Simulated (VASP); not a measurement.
Consider the following.

```yaml
crystal:
  lattice:
    - [0.00000, 3.01555, 3.07683]
    - [3.05523, 0.00000, 3.07683]
    - [3.05523, 3.01555, 0.00000]
  atoms:
    - { symbol: Al, position: [0.25000, 0.25000, 0.25000] }
    - { symbol: Al, position: [0.75000, 0.75000, 0.75000] }
    - { symbol: Au, position: [0.99003, 0.00996, 0.00996] }
```

Calculation: PBE GGA, VASP's PBE PAW potentials (set 64) (plane waves; VASP). Run with 520 eV cut-off, 8×8×8 Γ-centred mesh, first-order Methfessel-Paxton smearing of 0.10 eV, potentials Al_GW Au.

Unless said otherwise, spin-orbit coupling is left out, though it shifts the bands of the heavy elements here.

Q: What does the run give for the energy per atom (σ→0), pressure, largest force, band gap (on the k-mesh) with the smallest direct gap where there is one?

A: 
```
Property                                                     Value
------------------------  ----------------------------------------
band gap (on the k-mesh)  none (metal, semimetal or under 0.01 eV)
energy per atom (σ→0)                               -4.006 eV/atom
pressure                                                -20.7 kbar
largest force                                           0.413 eV/Å
```

Total energies compare only between runs with the same potentials, cut-off and functional.

The compound is AuAl2 in the fluorite structure. The cell was not relaxed at this level, atoms are displaced from their ideal sites. The run is one of a series of settings (ENCUT = 520, POTCAR Al_GW Au (PBE.64 set) against the base run), some of them coarse on purpose. The electron count is odd and the run is not spin-polarised, which forces a metal.
